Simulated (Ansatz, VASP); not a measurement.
**One calculation of Cs4Pb4IBr11 (a cell with a defect), two programs**

```
CELL_PARAMETERS angstrom
-5.87000 5.87000 5.87000
5.87000 -5.87000 5.87000
5.87000 5.87000 -5.87000
ATOMIC_POSITIONS crystal
Cs 0.00000 0.00000 0.00000
Cs 0.50000 0.50000 0.00000
Cs 0.50000 0.00000 0.50000
Cs 0.00000 0.50000 0.50000
Pb 0.50000 0.50000 0.50000
Pb 0.00000 0.00000 0.50000
Pb 0.00000 0.50000 0.00000
Pb 0.50000 0.00000 0.00000
I 0.50000 0.25000 0.25000
Br 0.00000 0.75000 0.25000
Br 0.00000 0.25000 0.75000
Br 0.50000 0.75000 0.75000
Br 0.25000 0.50000 0.25000
Br 0.75000 0.00000 0.25000
Br 0.75000 0.50000 0.75000
Br 0.25000 0.00000 0.75000
Br 0.25000 0.25000 0.50000
Br 0.75000 0.75000 0.50000
Br 0.75000 0.25000 0.00000
Br 0.25000 0.75000 0.00000
```

Alike in both runs: task electric field gradients; functional PBE; k mesh 2 × 2 × 2; occupations fermi-dirac, width 0.01 eV; no spin polarisation.

|  | VASP | Ansatz |
| --- | --- | --- |
| version | VASP 6.6.1 | Ansatz 0.2.0 |
| potentials or method | VASP PAW PBE potentials, release 64 (Cs_sv, Pb_d, I, Br) | plane-wave PAW, scalar-relativistic |
| plane-wave cutoff (eV) | 520 | 420 |
| valence electrons in the cell | 176 | 186 |

Ansatz gave:

```
gap on the k mesh at the Fermi level (eV)                      : 1.37
pressure (GPa)                                                 : 2.0
largest component of the traceless stress (GPa)                : 0.70
rms of the force components (eV/Å)                             : 0.145
Vzz of the field gradient on the site that differs most (V/Å²) : 288.6
```

Question: Estimate VASP's values.

Answer: gap on the k mesh at the Fermi level (eV): 1.38; pressure (GPa): 2.0; largest component of the traceless stress (GPa): 0.70; rms of the force components (eV/Å): 0.145; Vzz of the field gradient on the site that differs most (V/Å²): 273.6.

Atom by atom the forces differ by 0.001 eV/Å (rms over components). The two sets of potentials don't hold the same shells in valence. Ansatz warned: «gradients_without_spin_orbit».

Caveats: spin-orbit coupling is left out, which as a rule narrows the gap of such compounds by several tenths of an eV. PBE gaps usually lie below the measured ones, often by a third to a half.
